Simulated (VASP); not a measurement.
A run of VASP 6.6.1 is set up as follows.

The input INCAR:

```
SYSTEM = Al32C
ALGO     = Fast           ! electronic algorithm
EDIFF    = 1E-6           ! SCF threshold, eV
ENCUT    = 520            ! plane-wave cutoff, eV
GGA      = CA             ! functional
ISIF     = 2              ! what is computed and relaxed
ISMEAR   = 0              ! smearing method
LASPH    = .TRUE.         ! aspherical terms in the spheres
LCHARG   = .TRUE.         ! write CHGCAR
LELF     = .TRUE.         ! ELF
LREAL    = Auto         
LVHAR    = .TRUE.       
LWAVE    = .FALSE.        ! write WAVECAR
NBANDS   = 72             ! bands
NELM     = 80             ! most SCF steps
PREC     = Accurate       ! precision mode
SIGMA    = 0.15           ! smearing width, eV
```

Contents of KPOINTS:

```
k-points
0
G
  2 2 2
  0 0 0
```

POSCAR

```
Al32C
1.0
    8.1000000000      0.0000000000      0.0000000000
    0.0000000000      8.1000000000      0.0000000000
    0.0000000000      0.0000000000      8.1000000000
Al C
32 1
Direct
    0.4962477778     -0.0035686420      0.0019366667
    0.7534811111      0.2536730864      0.0019440741
    0.7534718519     -0.0035549383      0.2478058025
    0.0042950617      0.0010075309      0.0043216049
    0.2454787654      0.2491106173      0.0043029630
    0.5008003704      0.5044464198      0.0043028395
    0.7489048148      0.7456337037      0.0043165432
    0.2454871605      0.0010030864      0.2455134568
    0.4962583951      0.2536623457      0.2478269136
    0.7489075309      0.5044458025      0.2455044444
    0.4859735802     -0.0138604938      0.4860037037
    0.7638281481      0.2639708642      0.4859812346
    0.7638514815     -0.0139091358      0.7638719753
    0.0023512346      0.5025429630      0.0023804938
    0.2473781481      0.7475664198      0.0023793827
    0.0042809877      0.2491111111      0.2455001235
    0.2473846914      0.5025374074      0.2474117284
    0.5008032099      0.7456587654      0.2455161728
    0.0019067901     -0.0035701235      0.4962729630
    0.2477914815      0.2536609877      0.4962872840
    0.4962556790      0.5021072840      0.4962830864
    0.7534797531      0.7479975309      0.4962788889
    0.2477723457     -0.0035538272      0.7535002469
    0.4859602469      0.2639618519      0.7638388889
    0.7534729630      0.5021312346      0.7535025926
    0.0023507407      0.7475658025      0.2474050617
    0.0042819753      0.5044519753      0.5008309877
    0.2454891358      0.7456575309      0.5008341975
    0.0019116049      0.2536751852      0.7535132099
    0.2454807407      0.5044432099      0.7489392593
    0.4962516049      0.7480002469      0.7535103704
    0.0042916049      0.7456322222      0.7489358025
    0.6249259259      0.1250387654      0.6249379012
```

Potentials or basis: VASP PAW LDA potentials, release 64 (Al, C).

Run with:

```console
$ cat potpaw_LDA.64/Al/POTCAR potpaw_LDA.64/C/POTCAR > POTCAR
$ mpirun -np 1 vasp_std > vasp.out
```

**Question.** Predict the largest force.

**Answer.** 0.037 eV/Å.

**Question.** What does it give for the band gap on the k mesh?

**Answer.** None (metal or under the smearing width).

**Question.** What does it give for the pressure?

**Answer.** -2.2 GPa.

Forces on the atoms (eV/Å):
```
Al   0.000  0.000 -0.003
Al   0.001  0.001 -0.003
Al   0.001 -0.001  0.004
Al  -0.002 -0.002 -0.002
Al   0.001  0.002 -0.002
Al  -0.002 -0.001 -0.002
Al   0.002  0.002 -0.002
Al   0.002 -0.002  0.002
Al   0.000  0.001  0.004
Al   0.002 -0.002  0.002
Al  -0.021 -0.020 -0.022
Al   0.020  0.021 -0.021
Al   0.020 -0.020  0.020
Al  -0.003 -0.003 -0.003
Al   0.003  0.003 -0.003
Al  -0.002  0.002  0.001
Al   0.003 -0.004  0.004
Al  -0.002  0.002  0.001
Al  -0.003  0.000 -0.001
Al   0.005  0.001  0.000
Al   0.000 -0.004  0.000
Al   0.001  0.004 -0.001
Al   0.005 -0.001  0.001
Al  -0.021  0.021  0.020
Al   0.000 -0.004  0.001
Al  -0.003  0.003  0.003
Al  -0.002 -0.001 -0.002
Al   0.001  0.002 -0.002
Al  -0.003  0.001  0.001
Al   0.002 -0.002  0.002
Al  -0.001  0.003  0.001
Al  -0.002  0.001  0.002
C    0.000  0.000  0.000
```

Caveat: the k mesh is coarse (spacing up to 0.39 Å⁻¹), so the values aren't converged.
